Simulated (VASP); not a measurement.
Given:

```
CELL_PARAMETERS angstrom
      0.00000     3.27343     3.27343
      3.27343     0.00000     3.27343
      3.27343     3.27343     0.00000
ATOMIC_POSITIONS crystal
  Na 0.25000 0.25000 0.25000
  Na 0.75000 0.75000 0.75000
  S  0.00000 0.00000 0.00000
```

All values below come from AM05 GGA, VASP's PBE PAW potentials (set 64) (plane waves; VASP 6.6.1). Settings: 520 eV cut-off, Gaussian smearing of 0.050 eV, potentials Na_pv S.

Question: Give the energies of bands 8 to 13 at the high-symmetry points, in eV from the valence-band maximum.

Answer: 
| band | Γ | X | U | L | W |
|---|---|---|---|---|---|
| 8 | 0.00 | -1.46 | -1.22 | -1.63 | -1.01 |
| 9 | 0.00 | -0.46 | -0.92 | -0.13 | -1.01 |
| 10 | 0.00 | -0.46 | -0.35 | -0.13 | -0.58 |
| 11 | 2.52 | 3.87 | 4.57 | 4.81 | 4.84 |
| 12 | 7.73 | 6.02 | 6.44 | 6.48 | 7.24 |
| 13 | 7.73 | 8.48 | 7.89 | 7.15 | 7.24 |

The gap is direct, 2.52 eV, from the valence maximum at Γ to the conduction minimum at Γ.

The compound is Na2S in the antifluorite structure. It was relaxed first.
